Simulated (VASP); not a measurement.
All values below come from PBEsol GGA, VASP's PBE PAW potentials (set 64) (plane waves; VASP).

VASP input:

INCAR:
```
! general
SYSTEM  = RuS2
PREC    = Accurate
ENCUT   = 400   ! plane-wave cut-off (eV)
LREAL   = F   ! projection in real space or not
LASPH   = T
ICHARG  = 11

! electronic loop
EDIFF   = 1E-7   ! SCF stop (eV)
NELM    = 100   ! most electronic steps
ALGO    = Normal   ! blocked Davidson
LMAXMIX = 4   ! l cut-off of mixed one-centre charges

! smearing
ISMEAR  = 0
SIGMA   = 0.05   ! width (eV)

! functional
GGA     = PS   ! PBEsol

! output
LWAVE   = F
LCHARG  = F
LORBIT  = 11
```

KPOINTS:
```
k-points along high-symmetry lines
12
Line-mode
Reciprocal
  0.000000   0.000000   0.000000 ! GAMMA
  0.000000   0.500000   0.000000 ! X

  0.000000   0.500000   0.000000 ! X
  0.500000   0.500000   0.000000 ! M

  0.500000   0.500000   0.000000 ! M
  0.000000   0.000000   0.000000 ! GAMMA

  0.000000   0.000000   0.000000 ! GAMMA
  0.500000   0.500000   0.500000 ! R

  0.500000   0.500000   0.500000 ! R
  0.000000   0.500000   0.000000 ! X

  0.500000   0.500000   0.500000 ! R
  0.500000   0.500000   0.000000 ! M

  0.500000   0.500000   0.000000 ! M
  0.500000   0.000000   0.000000 ! X_1
```

POSCAR:
```
RuS2
1
    5.5788206361     0.0000000000     0.0000000000
   -0.0000000000     5.5788206361     0.0000000000
    0.0000000000     0.0000000000     5.5788206361
Ru S
4 8
Direct
  0.0000000000   0.5000000000   0.5000000000
  0.5000000000   0.0000000000   0.5000000000
  0.0000000000   0.0000000000   1.0000000000
  0.5000000000   0.5000000000   1.0000000000
  0.6134556404   0.8865443596   0.1134556404
  0.1134556404   0.6134556404   0.8865443596
  0.6134556404   0.6134556404   0.6134556404
  0.3865443596   0.3865443596   0.3865443596
  0.8865443596   0.1134556404   0.6134556404
  0.8865443596   0.3865443596   0.1134556404
  0.1134556404   0.8865443596   0.3865443596
  0.3865443596   0.1134556404   0.8865443596
```

POTCAR, in this order: Ru_pv S (PBE.64 set). Program: vasp_std. Read from the step before: CHGCAR.

Output

OSZICAR:
```
       N       E                     dE             d eps       ncg     rms          rms(c)
DAV:   1     0.856433588634E+03    0.85643E+03   -0.49803E+04 11912   0.135E+03
DAV:   2    -0.216638164579E+02   -0.87810E+03   -0.85155E+03 11712   0.388E+02
DAV:   3    -0.825978776083E+02   -0.60934E+02   -0.59699E+02 12916   0.925E+01
DAV:   4    -0.843361492097E+02   -0.17383E+01   -0.17294E+01 12820   0.152E+01
DAV:   5    -0.843783310476E+02   -0.42182E-01   -0.42153E-01 13584   0.237E+00
DAV:   6    -0.843794151580E+02   -0.10841E-02   -0.10838E-02 13058   0.339E-01
DAV:   7    -0.843794613613E+02   -0.46203E-04   -0.46201E-04 14550   0.606E-02
DAV:   8    -0.843794618757E+02   -0.51438E-06   -0.51441E-06 12080   0.652E-03
DAV:   9    -0.843794618992E+02   -0.23520E-07   -0.23407E-07  8394   0.102E-03
   1 F= -.84379462E+02 E0= -.84379462E+02  d E =-.139975E-11
```

### OUTCAR
```
 val. band max:        9.1636407947   @ k =   0.0000   0.4545   0.0000

 cond. band min:       9.6635892388   @ k =   0.0000   0.0000   0.0000



 k-point     1 :       0.0000    0.0000    0.0000
  band No.  band energies     occupation
      1     -32.8014      2.00000
      2     -32.8014      2.00000
      3     -32.8014      2.00000
      4     -32.7909      2.00000
      5     -32.7909      2.00000
      6     -32.7866      2.00000
      7     -32.7866      2.00000
      8     -32.7866      2.00000
      9     -32.5642      2.00000
     10     -32.5602      2.00000
     11     -32.5602      2.00000
     12     -32.5602      2.00000
     13      -7.1256      2.00000
     14      -5.5347      2.00000
     15      -5.5347      2.00000
     16      -5.5347      2.00000
     17      -2.7572      2.00000
     18      -2.7572      2.00000
     19      -2.7572      2.00000
     20      -1.6675      2.00000
     21       2.2181      2.00000
     22       2.2181      2.00000
     23       2.2181      2.00000
     24       3.8591      2.00000
     25       3.8591      2.00000
     26       3.8591      2.00000
     27       4.0621      2.00000
     28       4.0621      2.00000
     29       4.0621      2.00000
     30       4.5369      2.00000
     31       4.5750      2.00000
     32       4.5750      2.00000
     33       4.7106      2.00000
     34       4.7106      2.00000
     35       5.0010      2.00000
     36       5.0010      2.00000
     37       5.0010      2.00000
     38       6.7046      2.00000
     39       6.7046      2.00000
     40       6.7046      2.00000
     41       7.4148      2.00000
     42       7.4148      2.00000
     43       7.4148      2.00000
     44       8.3175      2.00000
     45       8.3175      2.00000
     46       8.4954      2.00000
     47       8.4954      2.00000
     48       8.4954      2.00000
     49       8.5731      2.00000
     50       8.5731      2.00000
     51       8.5731      2.00000
     52       8.8941      2.00000
...
```

The density is held fixed in this step, so its total energy and stress have no physical meaning.

The compound is RuS2 in the pyrite structure. It was relaxed first.
